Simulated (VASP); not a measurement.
These are PBE GGA, VASP's PBE PAW potentials (set 64) (plane waves; VASP 6.6.1) values and carry that method's errors.

VASP input:

KPOINTS:
```
Regular mesh
0
Gamma
 7 7 7
```

**POSCAR**
```
ZnSe
1
    0.0000000000     2.8671467967     2.8671467967
    2.8671467967    -0.0000000000     2.8671467967
    2.8671467967     2.8671467967    -0.0000000000
Zn Se
1 1
Direct
  0.0000000000   0.0000000000   0.0000000000
  0.2500000000   0.2500000000   0.2500000000
```

INCAR:
```
SYSTEM = ZnSe
PREC = Accurate
ENCUT = 400
EDIFF = 1E-6
NELM = 100
ALGO = Normal
LREAL = .FALSE.
LASPH = .TRUE.
ISMEAR = 0
SIGMA = 0.05
GGA = PE
LMAXMIX = 4
LWAVE = .FALSE.
LCHARG = .FALSE.
IBRION = 2
ISIF = 3
NSW = 60
EDIFFG = -0.01
```

POTCAR, in this order: Zn Se (PBE.64 set). Program: vasp_std.

Predict the energy per atom (σ→0), band gap (on the k-mesh).

```
Quantity                           Value
------------------------  --------------
energy per atom (σ→0)     -3.015 eV/atom
band gap (on the k-mesh)         1.15 eV
```

**OSZICAR**
```
...
DAV:   7    -0.602945551769E+01    0.16852E-01   -0.18642E-01   550   0.432E+00    0.149E+00
DAV:   8    -0.602965092987E+01   -0.19541E-03   -0.42373E-03   610   0.642E-01    0.456E-01
DAV:   9    -0.602992561014E+01   -0.27468E-03   -0.10796E-03   565   0.285E-01    0.692E-02
DAV:  10    -0.603001118680E+01   -0.85577E-04   -0.12379E-04   593   0.110E-01    0.169E-02
DAV:  11    -0.603002830260E+01   -0.17116E-04   -0.29559E-05   555   0.553E-02    0.578E-03
DAV:  12    -0.603002967373E+01   -0.13711E-05   -0.33932E-06   615   0.217E-02    0.410E-03
DAV:  13    -0.603002972615E+01   -0.52420E-07   -0.69238E-07   390   0.976E-03
   1 F= -.60300297E+01 E0= -.60300297E+01  d E =-.603003E+01
```

The compound is ZnSe in the zinc blende structure. It was relaxed first. The start is the result of an earlier pass.
